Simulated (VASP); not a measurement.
The system is Si7Ge.

```
Si Ge
1.0
     0.00000    5.42870    5.42870
     5.42870    0.00000    5.42870
     5.42870    5.42870    0.00000
Si Ge
14 2
Direct
  0.00000 0.00000 0.00000
  0.00000 0.00000 0.50000
  0.00000 0.50000 0.00000
  0.00000 0.50000 0.50000
  0.12500 0.12500 0.62500
  0.12500 0.62500 0.12500
  0.12500 0.62500 0.62500
  0.50000 0.00000 0.00000
  0.50000 0.50000 0.00000
  0.50000 0.50000 0.50000
  0.62500 0.12500 0.12500
  0.62500 0.12500 0.62500
  0.62500 0.62500 0.12500
  0.62500 0.62500 0.62500
  0.12500 0.12500 0.12500
  0.50000 0.00000 0.50000
```

The cell comes from a database or a generator and needn't be the stable form of this composition.

* Program: VASP 6.6.1
* Task: relaxation of cell and atoms
* Functional: LDA
* Potentials or basis: VASP PAW LDA potentials, release 64 (Si, Ge_d)
* Cutoff: 400 eV
* k mesh: 6 × 6 × 6
* Occupations: gaussian, width 0.01 eV
* Spin: no spin polarisation

At the start: pressure -0.2 GPa; volume 20.00 Å³/atom.

**Question.** Where does the relaxation end?

**Answer.** Over 5 steps the energy falls by 2.4 meV/atom and the volume is 19.96 Å³/atom (-0.2 %); space group R-3m (No. 166, to 0.05 Å).

Step by step:
```
step  energy change (eV)  largest force (eV/Å)  pressure (GPa)  volume (Å³)
   1              0.0000                0.4074           -0.18       319.98
   2             -0.0372                0.0790            0.12       318.92
   3             -0.0382                0.0189            0.18       318.72
   4             -0.0385                0.0063           -0.14       319.79
   5             -0.0387                0.0098           -0.01       319.40
```

Final structure:
```
Si Ge
1.0
     0.00000    5.42553    5.42553
     5.42538    0.00014    5.42538
     5.42553    5.42553    0.00000
Si Ge
14 2
Direct
  0.99870 0.99880 0.99870
  0.99870 0.99880 0.50381
  0.99874 0.50377 0.99874
  0.99987 0.49996 0.50008
  0.12119 0.12620 0.62630
  0.12492 0.62504 0.12492
  0.12492 0.62504 0.62513
  0.50381 0.99880 0.99870
  0.50008 0.49996 0.99987
  0.50008 0.49996 0.50008
  0.62630 0.12620 0.12119
  0.62630 0.12620 0.62630
  0.62513 0.62504 0.12492
  0.62626 0.62123 0.62626
  0.12498 0.12505 0.12498
  0.50002 0.99995 0.50002
```
